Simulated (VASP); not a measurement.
# LiC18 in VASP: a series of runs, part 2 of 2

VASP 6.6.1. The steps go on from the part before.

**3. Single point, PBEsol, collinear spin, typed start**

INCAR

```
SYSTEM = LiC18
ALGO = Normal
EDIFF = 1E-6
ENCUT = 520
GGA = PS
ISIF = 2
ISMEAR = 0
ISPIN = 2
LASPH = .True.
LCHARG = .False.
LORBIT = 11
LREAL = Auto
LWAVE = .False.
MAGMOM = 0 0 0 0 0 0 0 0 0 0 0 0 0 0 0 0 0 0 1
NBANDS = 56
NELM = 150
PREC = Accurate
SIGMA = 0.02
```

KPOINTS

```
k-points
0
Gamma
  2 2 1
  0 0 0
```

POSCAR

```
LiC18
1.0
    7.3980000000      0.0000000000      0.0000000000
   -3.6990000000      6.4068560000      0.0000000000
    0.0000000000      0.0000000000     13.0000000000
C Li
18 1
Direct
    0.0009244784      0.0033152197      0.0781879072
    0.2230249443      0.1143720109      0.0771558181
    0.0018977099      0.3371287531      0.0780562385
    0.2236323588      0.4487529676      0.0780667044
    0.0019079822      0.6704886666      0.0780806374
    0.2236447147      0.7806227627      0.0782302252
    0.3346933782      0.0027200898      0.0772329653
    0.5580137333      0.1143720109      0.0771558181
    0.3346805077      0.3377044492      0.0769708357
    0.5580195754      0.4493724841      0.0768747623
    0.3352473511      0.6704886666      0.0780806374
    0.5574494477      0.7815826238      0.0780721242
    0.6690574080      0.0033152197      0.0781879072
    0.8907974854      0.1149283041      0.0780928923
    0.6696906081      0.3377044492      0.0769708357
    0.8917872755      0.4487529676      0.0780667044
    0.6690652993      0.6714639320      0.0780150247
    0.8907998427      0.7815826238      0.0780721242
    0.4471473426      0.2276280184      0.2042760477
```

Potentials or basis: VASP PAW PBE potentials, release 64 (C, Li_sv).

On the command line:

```sh
$ cat potpaw_PBE.64/C/POTCAR potpaw_PBE.64/Li_sv/POTCAR > POTCAR
$ mpirun -np 1 vasp_std > vasp.out
```

OUTCAR:

```text
SYSTEM = LiC18
   EDIFF = 1E-6
   ENCUT = 520
   GGA = PS
   ISIF = 2
   ISMEAR = 0
   ISPIN = 2
   LASPH = .True.
   LORBIT = 11
   LREAL = Auto
   NELM = 150
   PREC = Accurate

 ion  position               nearest neighbor table
   1  0.001  0.003  0.078-  18 1.42  14 1.42   2 1.42
   2  0.223  0.114  0.077-   1 1.42   7 1.43   9 1.43  19 2.19
   3  0.002  0.337  0.078-  16 1.42   4 1.42  14 1.42
   4  0.224  0.449  0.078-   3 1.42  11 1.42   9 1.42
   5  0.002  0.670  0.078-  16 1.42   6 1.42  18 1.42
   6  0.224  0.781  0.078-   5 1.42  11 1.42   7 1.42
   7  0.335  0.003  0.077-   6 1.42   2 1.43   8 1.43  19 2.19
   8  0.558  0.114  0.077-  13 1.42   7 1.43  15 1.43  19 2.19
   9  0.335  0.338  0.077-   4 1.42   2 1.43  10 1.43  19 2.18
  10  0.558  0.449  0.077-  17 1.42  15 1.43   9 1.43  19 2.18
  11  0.335  0.670  0.078-   4 1.42   6 1.42  12 1.42
  12  0.557  0.782  0.078-  13 1.42  17 1.42  11 1.42
  13  0.669  0.003  0.078-  12 1.42  14 1.42   8 1.42
  14  0.891  0.115  0.078-   1 1.42  13 1.42   3 1.42
  15  0.670  0.338  0.077-  16 1.42   8 1.43  10 1.43  19 2.18
[... 556 lines left out ...]

 VOLUME and BASIS-vectors are now :
 -----------------------------------------------------------------------------
  energy-cutoff  :      520.00
  volume of cell :      616.17
      direct lattice vectors                 reciprocal lattice vectors
     7.398000000  0.000000000  0.000000000     0.135171668  0.078041398  0.000000000
    -3.699000000  6.406856000  0.000000000     0.000000000  0.156082796  0.000000000
     0.000000000  0.000000000 13.000000000     0.000000000  0.000000000  0.076923077

 POSITION                                       TOTAL-FORCE (eV/Angst)
 -----------------------------------------------------------------------------------
     -0.00542      0.02124      1.01644         0.004564      0.001550     -0.005373
      1.22688      0.73277      1.00303        -0.010899     -0.002658     -0.007710
     -1.23300      2.15994      1.01473        -0.000000      0.000089     -0.001574
     -0.00551      2.87510      1.01487         0.003460     -0.003298     -0.001184
     -2.46602      4.29572      1.01505        -0.003273      0.003570      0.000716
     -1.23300      5.00134      1.01699        -0.000000      0.004618     -0.003998
[... 11 lines left out ...]
      3.69906      5.00749      1.01494         0.004582      0.002158     -0.000998
      2.46600      1.45838      2.65559        -0.000000     -0.012652      0.043600
 -----------------------------------------------------------------------------------
    total drift:                               -0.000010     -0.003249     -0.029816

  FREE ENERGIE OF THE ION-ELECTRON SYSTEM (eV)
  ---------------------------------------------------
  free  energy   TOTEN  =      -175.4215698701 eV

  energy  without entropy=     -175.4215698701  energy(sigma->0) =     -175.42156987

 total charge

# of ion       s       p       d       tot
------------------------------------------
    1        0.856   1.795   0.000   2.651
    2        0.854   1.794   0.000   2.648
    3        0.856   1.792   0.000   2.649
    4        0.856   1.795   0.000   2.651
    5        0.857   1.792   0.000   2.649
    6        0.856   1.795   0.000   2.651
[... 11 lines left out ...]
   18        0.857   1.792   0.000   2.649
   19        2.010   0.064   0.000   2.074
--------------------------------------------------
tot         17.406  32.356   0.000  49.762

 magnetization (x)

# of ion       s       p       d       tot
------------------------------------------
    1        0.000  -0.000   0.000   0.000
    2       -0.000  -0.000   0.000  -0.000
    3       -0.000  -0.000   0.000  -0.000
    4        0.000   0.000   0.000   0.000
    5       -0.000  -0.000   0.000  -0.000
    6        0.000  -0.000   0.000   0.000
[... 11 lines left out ...]
   18       -0.000  -0.000   0.000  -0.000
   19        0.000   0.000   0.000   0.000
--------------------------------------------------
tot          0.000  -0.000   0.000  -0.000
```

OSZICAR:

```text
N       E                     dE             d eps       ncg     rms          rms(c)
DAV:   1     0.620330925195E+03    0.62033E+03   -0.29618E+04   680   0.106E+03
DAV:   2    -0.839779089822E+02   -0.70431E+03   -0.67298E+03   984   0.264E+02
[... 19 lines left out ...]
DAV:  22    -0.175421543299E+03   -0.29031E-04   -0.21591E-06   608   0.326E-03    0.998E-04
DAV:  23    -0.175421558998E+03   -0.15699E-04   -0.74219E-07   592   0.223E-03    0.541E-04
DAV:  24    -0.175421567510E+03   -0.85123E-05   -0.47609E-07   520   0.156E-03    0.333E-04
DAV:  25    -0.175421568528E+03   -0.10181E-05   -0.47709E-08   576   0.681E-04    0.208E-04
DAV:  26    -0.175421569581E+03   -0.10526E-05   -0.36452E-08   552   0.529E-04    0.791E-05
DAV:  27    -0.175421569870E+03   -0.28929E-06   -0.87514E-09   512   0.315E-04
   1 F= -.17542157E+03 E0= -.17542157E+03  d E =-.549256E-14  mag=     0.0000
```

stdout:

```text
POSCAR found type information on POSCAR C Li
 POSCAR found :  2 types and      19 ions
 scaLAPACK will be used
 -----------------------------------------------------------------------------
|                                                                             |
|                                                                             |
|     You enforced a specific xc type in the INCAR file but a different       |
|     I HOPE YOU KNOW WHAT YOU ARE DOING!                                     |
|                                                                             |
 -----------------------------------------------------------------------------

 LDA part: xc-table for (Slater+PW92), standard interpolation
 POSCAR, INCAR and KPOINTS ok, starting setup
 FFT: planning ... GRIDC
 FFT: planning ... GRID_SOFT
 FFT: planning ... GRID
 WAVECAR not read
 entering main loop
```

It took 6.5 min on 1 thread of Intel Xeon Platinum 8488C (Sapphire Rapids), shared host; peak memory 0.88 GiB.

Results:

```yaml
Free_energy: -175.4216 eV
Largest_force: 0.045 eV/Å
Band_gap_on_the_k_mesh: none (metal or under the smearing width)
Net_moment: 0.00 μB per cell
Valence_electrons_inside_the_program's_atomic_spheres: C 2.65; Li 2.07
```

Forces in eV/Å, atoms in the order of the input:
```
C    0.005  0.002 -0.005
C   -0.011 -0.003 -0.008
C    0.000  0.000 -0.002
C    0.003 -0.003 -0.001
C   -0.003  0.004  0.001
C    0.000  0.005 -0.004
C    0.000 -0.013 -0.005
C    0.011 -0.003 -0.008
C   -0.004  0.007 -0.003
C    0.000  0.006 -0.001
C    0.003  0.004  0.001
C   -0.005  0.002 -0.001
C   -0.005  0.002 -0.005
C    0.000  0.003  0.001
C    0.004  0.007 -0.003
C   -0.003 -0.003 -0.001
C    0.000 -0.005  0.002
C    0.005  0.002 -0.001
Li   0.000 -0.013  0.044
```

Levels at points of the mesh, in eV from the Fermi level:
Spin up:
```csv
k point,band 33,band 34,band 35,band 36,band 37,band 38,band 39,band 40,band 41,band 42
"(0.00, 0.00, 0.00)",-4.63,-2.98,-2.98,-0.24,-0.24,-0.11,-0.11,1.67,3.52,3.96
"(0.50, 0.00, 0.00)",-3.10,-2.93,-2.73,-2.71,-2.43,1.47,2.08,2.32,2.33,2.34
"(0.00, 0.50, 0.00)",-3.10,-2.93,-2.73,-2.71,-2.43,1.47,2.08,2.32,2.33,2.34
```
Spin down:
```csv
k point,band 33,band 34,band 35,band 36,band 37,band 38,band 39,band 40,band 41,band 42
"(0.00, 0.00, 0.00)",-4.63,-2.98,-2.98,-0.24,-0.24,-0.11,-0.11,1.67,3.53,3.96
"(0.50, 0.00, 0.00)",-3.10,-2.93,-2.73,-2.71,-2.43,1.47,2.08,2.32,2.33,2.34
"(0.00, 0.50, 0.00)",-3.10,-2.93,-2.73,-2.71,-2.43,1.47,2.08,2.32,2.33,2.34
```

Caveat: the k mesh is coarse (spacing up to 0.49 Å⁻¹), so the values aren't converged; the PAW data sets were made with another functional, which shifts forces and pressure a little.
